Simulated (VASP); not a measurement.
Consider the following.

```yaml
crystal:
  lattice:
    - [0.00000, 2.88150, 2.88150]
    - [2.88150, 0.00000, 2.88150]
    - [2.88150, 2.88150, 0.00000]
  atoms:
    - { symbol: Ga, position: [0.00000, 0.00000, 0.00000] }
    - { symbol: As, position: [0.25000, 0.25000, 0.25000] }
```

Level of theory: PBE GGA, VASP's PBE PAW potentials (set 64) (plane waves; VASP 6.6.1). Run with 250 eV cut-off, 7×7×7 Γ-centred mesh, Gaussian smearing of 0.050 eV, potentials Ga_d As.

At this cut-off the stress carries a Pulay error, which pulls relaxed volumes low.

Q: What does the run give for the energy per atom (σ→0), pressure, band gap (on the k-mesh) with the smallest direct gap where there is one?

A: 
```yaml
band gap (on the k-mesh): 0.09 eV
smallest direct gap (on the k-mesh): 0.09 eV
energy per atom (σ→0): -4.123 eV/atom
pressure: -3.52 GPa
```

The compound is GaAs in the zinc blende structure. The cell was not relaxed at this level. The run is one of a series of settings (ENCUT = 250 against the base run), some of them coarse on purpose.
